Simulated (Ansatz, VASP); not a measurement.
LiBeF3 in VASP and in Ansatz

```xyz
5
Lattice="3.5198 0.0000 0.0000 0.0000 3.5198 0.0000 0.0000 0.0000 3.5198" Properties=species:S:1:pos:R:3 pbc="T T T"
Li    1.7599    1.7599    1.7599
Be    0.0000    0.0000    0.0000
F     1.7599    0.0000    0.0000
F     0.0000    1.7599    0.0000
F     0.0000    0.0000    1.7599
```

Alike in both runs: task relaxation of cell and atoms; functional PBE; k mesh 6 × 6 × 6; occupations gaussian, width 0.02 eV; no spin polarisation.

|  | VASP | Ansatz |
| --- | --- | --- |
| version | VASP 6.6.1 | Ansatz 0.2.0 |
| potentials or method | VASP PAW PBE potentials, release 64 (Li_sv, Be, F) | scalar-relativistic, plane waves, PAW |
| plane-wave cutoff (eV) | 600 | 420 |
| valence electrons in the cell | 26 | 26 |

```csv
,VASP,Ansatz,Ansatz less VASP
"gap on the k mesh at the Fermi level, each at its own relaxed structure (eV)",7.54,7.52,-0.020
relaxed volume (Å³/atom),8.52,8.56,+0.039
relaxed cell length with the largest relative difference (Å),3.493,3.498,+0.0053
energy change over the relaxation (meV/atom),-2,-1,+0.5
```

Caveats: the cutoff is under 1.25 times the usual one of these potentials, so pressure, stress and relaxed cells hold a basis-set (Pulay) error (VASP). As with any semilocal functional, this PBE gap is likely too small. A k mesh can miss the band edges.
